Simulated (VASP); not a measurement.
NaF (rock salt) relaxed at rising pressure, in one space group throughout; other phases were not tried. The pressures are those reached. Method: LDA (Ceperley-Alder, Perdew-Zunger), VASP's LDA PAW potentials (set 64) (plane waves; VASP 6.6.1).

```json
[
 {"P (GPa)": "-0.10", "V (Å³/atom)": "11.390", "k-mesh": "10×10×10"},
 {"P (GPa)": "4.99", "V (Å³/atom)": "10.626", "k-mesh": "10×10×10"},
 {"P (GPa)": "10.03", "V (Å³/atom)": "10.087", "k-mesh": "10×10×10"},
 {"P (GPa)": "20.14", "V (Å³/atom)": "9.323", "k-mesh": "11×11×11"},
 {"P (GPa)": "30.15", "V (Å³/atom)": "8.785", "k-mesh": "11×11×11"}
]
```

A change of mesh leaves a small step in the series.

Question: Fit an equation of state and predict the volume at 45.07 GPa.

Answer: Least squares on the third-order Birch-Murnaghan form, P = (3B0/2)(y⁷ − y⁵)[1 + (3/4)(B′ − 4)(y² − 1)] with y = (V0/V)^(1/3), gives V0 = 11.369 Å³/atom, B0 = 63 GPa and B′ = 4.8, and so 8.203 Å³/atom. The run gave 8.197 Å³/atom, -0.1 % from the fit.

Pressures at which the relaxation failed are left out.

The compound is NaF in the rock salt structure.
